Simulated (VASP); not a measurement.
An input for Ansatz (written as the equivalent of a VASP run, and not itself run):

Ansatz 0.2 input:
```yaml
crystal:
  lattice:
    - [2.0527964, -3.5555672, 0.0000000]
    - [2.0527964, 3.5555672, 0.0000000]
    - [0.0000000, 0.0000000, 4.9908365]
  atoms:
    - { symbol: Si, position: [1.0000000, 0.4138902, 0.3333330] }
    - { symbol: Si, position: [0.5861098, 0.5861098, 0.0000000] }
    - { symbol: Si, position: [0.4138902, 1.0000000, 0.6666670] }
    - { symbol: O, position: [0.3364699, 0.3457398, 0.2525135] }
    - { symbol: O, position: [0.6542602, 0.9907301, 0.9191805] }
    - { symbol: O, position: [0.6635301, 0.0092699, 0.4141525] }
    - { symbol: O, position: [0.9907301, 0.6542602, 0.0808195] }
    - { symbol: O, position: [0.3457398, 0.3364699, 0.7474865] }
    - { symbol: O, position: [0.0092699, 0.6635301, 0.5858475] }
kpoints:
  mp_grid: { grid: [6, 6, 5] }
hamiltonian:
  xc: pbesol
  pseudopotentials: { kind: paw }
scf:
  occupations: { method: gaussian, width: 0.05 }
  max_iter: 100
relax:
  max_steps: 40
  f_tol: 0.02
  cell: { p_target: 45 }
output: { forces: true, stress: true, eigenvalues: true }
```

Write the VASP files for the same calculation (PBEsol).

One answer among several that fit: 
KPOINTS:
```
Automatic mesh
0
Gamma
6 6 5
0 0 0
```

### INCAR
```
! general
SYSTEM   =  SiO2
PREC     =  Accurate
ENCUT    =  620
LREAL    =  .FALSE.   ! projection in real space or not
LASPH    =  .TRUE.   ! aspherical one-centre terms

! electronic loop
EDIFF    =  1E-6
NELM     =  100
ALGO     =  Normal

! smearing
ISMEAR   =  0
SIGMA    =  0.05   ! width (eV)

! functional
GGA      =  PS   ! PBEsol

! ions
IBRION   =  2   ! conjugate gradients
NSW      =  40   ! most ionic steps
ISIF     =  3
EDIFFG   =  -0.02
PSTRESS  =  450   ! kbar

! output
LWAVE    =  .FALSE.
LCHARG   =  .FALSE.
```

**POSCAR**
```
SiO2
1
    2.0527964441    -3.5555671673     0.0000000000
    2.0527964441     3.5555671673    -0.0000000000
   -0.0000000000    -0.0000000000     4.9908364877
Si O
3 6
Direct
  0.9999999971   0.4138902331   0.3333330000
  0.5861097700   0.5861097700   0.0000000000
  0.4138902331   0.9999999971   0.6666670000
  0.3364698816   0.3457398141   0.2525135164
  0.6542601957   0.9907300802   0.9191805164
  0.6635301059   0.0092699226   0.4141524836
  0.9907300802   0.6542601957   0.0808194836
  0.3457398141   0.3364698816   0.7474864836
  0.0092699226   0.6635301059   0.5858475164
```

POTCAR, in this order: Si O (PBE.64 set). Program: vasp_std.

The two are equivalent in intent, not identical: each code has its own PAW files, so the cut-off isn't converted (ENCUT is set for VASP's; basis.ecutwfc is left out, and Ansatz then takes the one that its files recommend); Ansatz stops its SCF on the density residual and VASP on the energy change (EDIFF).

The compound is SiO2 in the quartz structure. It was relaxed first under an external pressure of 45 GPa.
